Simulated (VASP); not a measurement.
SrB17N18 (a cell with a defect): electric field gradients with PBE

SrB17N18 (a cell with a defect):

```
Sr B N
1.0
     7.49472    0.00000    0.00000
    -3.74736    6.49062    0.00000
     0.00000    0.00000    6.63570
Sr B N
1 17 18
Direct
  0.11111 0.22222 0.25000
  0.11111 0.55556 0.25000
  0.11111 0.88889 0.25000
  0.44444 0.22222 0.25000
  0.44444 0.55556 0.25000
  0.44444 0.88889 0.25000
  0.77778 0.22222 0.25000
  0.77778 0.55556 0.25000
  0.77778 0.88889 0.25000
  0.22222 0.11111 0.75000
  0.22222 0.44444 0.75000
  0.22222 0.77778 0.75000
  0.55556 0.11111 0.75000
  0.55556 0.44444 0.75000
  0.55556 0.77778 0.75000
  0.88889 0.11111 0.75000
  0.88889 0.44444 0.75000
  0.88889 0.77778 0.75000
  0.11111 0.22222 0.75000
  0.11111 0.55556 0.75000
  0.11111 0.88889 0.75000
  0.44444 0.22222 0.75000
  0.44444 0.55556 0.75000
  0.44444 0.88889 0.75000
  0.77778 0.22222 0.75000
  0.77778 0.55556 0.75000
  0.77778 0.88889 0.75000
  0.22222 0.11111 0.25000
  0.22222 0.44444 0.25000
  0.22222 0.77778 0.25000
  0.55556 0.11111 0.25000
  0.55556 0.44444 0.25000
  0.55556 0.77778 0.25000
  0.88889 0.11111 0.25000
  0.88889 0.44444 0.25000
  0.88889 0.77778 0.25000
```

```json
{
 "Program": "VASP 6.6.1",
 "Task": "electric field gradients",
 "Functional": "PBE",
 "Potentials or basis": "VASP PAW PBE potentials, release 64 (Sr_sv, B, N)",
 "Cutoff": "520 eV",
 "k mesh": "3 × 3 × 3",
 "Occupations": "fermi-dirac, width 0.01 eV",
 "Spin": "no spin polarisation",
 "Dipole correction": "no",
 "Charge": "-1",
 "Further INCAR settings": "LREAL = Auto; ALGO = Fast; EDIFF = 1e-08; NBANDS = 100; NELECT = 152.0"
}
```

```
Largest force          : 42.999 eV/Å
Band gap on the k mesh : none (metal or under the smearing width)
```

Forces on the atoms (eV/Å):
```
Sr    0.000   0.000   0.000
B    -0.871   1.673   0.000
B     1.014  -1.591   0.000
B     1.884  -0.082   0.000
B     0.871   1.673   0.000
B     0.000   0.000   0.000
B    -1.884  -0.082   0.000
B     0.000   0.000   0.000
B    -1.014  -1.591   0.000
B     0.124  -0.072   0.000
B     0.000   0.143   0.000
B     0.013   0.008   0.000
B     0.000  -0.015   0.000
B     0.004   0.002   0.000
B    -0.013   0.008   0.000
B    -0.124  -0.072   0.000
B    -0.004   0.002   0.000
B     0.000  -0.005   0.000
N     0.000   0.000   0.000
N    -0.019  -0.066   0.000
N    -0.066   0.016   0.000
N    -0.047   0.049   0.000
N     0.019  -0.066   0.000
N     0.000   0.000   0.000
N     0.047   0.049   0.000
N     0.000   0.000   0.000
N     0.066   0.016   0.000
N    37.238 -21.499   0.000
N     0.000  42.999   0.000
N    -0.049  -0.028   0.000
N     0.000   0.057   0.000
N    -0.252  -0.146   0.000
N     0.049  -0.028   0.000
N   -37.238 -21.499   0.000
N     0.252  -0.146   0.000
N     0.000   0.291   0.000
```

Levels at points of the mesh, in eV from the Fermi level:
| k point | band 73 | band 74 | band 75 | band 76 | band 77 | band 78 | band 79 | band 80 |
| --- | --- | --- | --- | --- | --- | --- | --- | --- |
| (0.00, 0.00, 0.00) | -4.21 | -3.52 | -0.51 | -0.51 | 0.14 | 0.17 | 0.17 | 0.22 |

Electric field gradients, principal values (V/Å²):
```
atom      Vxx      Vyy       Vzz
1 Sr  349.295  349.295  -698.591
 2 B  -11.311  -16.680    27.992
 3 B  -11.311  -16.680    27.992
 4 B  -11.311  -16.680    27.992
 5 B  -11.311  -16.680    27.992
 6 B  -13.604  -13.604    27.209
 7 B  -11.311  -16.681    27.992
 8 B  -13.236  -13.236    26.472
 9 B  -11.311  -16.680    27.992
10 B  -14.190  -14.966    29.156
11 B  -14.190  -14.966    29.156
12 B  -15.238  -15.612    30.849
13 B  -15.238  -15.611    30.849
14 B  -16.454  -16.480    32.934
15 B  -15.238  -15.611    30.849
16 B  -14.190  -14.966    29.156
17 B  -16.454  -16.480    32.934
18 B  -16.454  -16.480    32.934
19 N   -3.951   -3.954     7.905
20 N   -1.532   -2.064     3.596
21 N   -1.531   -2.064     3.596
22 N   -1.535   -2.062     3.598
23 N   -1.532   -2.065     3.597
24 N   -1.343   -1.344     2.687
25 N   -1.532   -2.066     3.598
26 N   -0.943   -0.947     1.890
27 N   -1.532   -2.065     3.597
28 N   13.845   15.053   -28.897
29 N   13.843   15.054   -28.896
30 N    0.975    4.815    -5.790
31 N    0.974    4.814    -5.788
32 N   -0.822   -1.353     2.176
33 N    0.972    4.815    -5.787
34 N   13.845   15.053   -28.898
35 N   -0.823   -1.354     2.177
36 N   -0.821   -1.354     2.175
```

It took 9.1 min on 1 thread of Intel(R) Xeon(R) Platinum 8488C (Sapphire Rapids) (shared host), peak memory 0.46 GiB.

Caveat: the cell carries a net charge on a neutralising background, which shifts energy and pressure; the cell is charged against a uniform background, so pressure and absolute levels hang on convention.
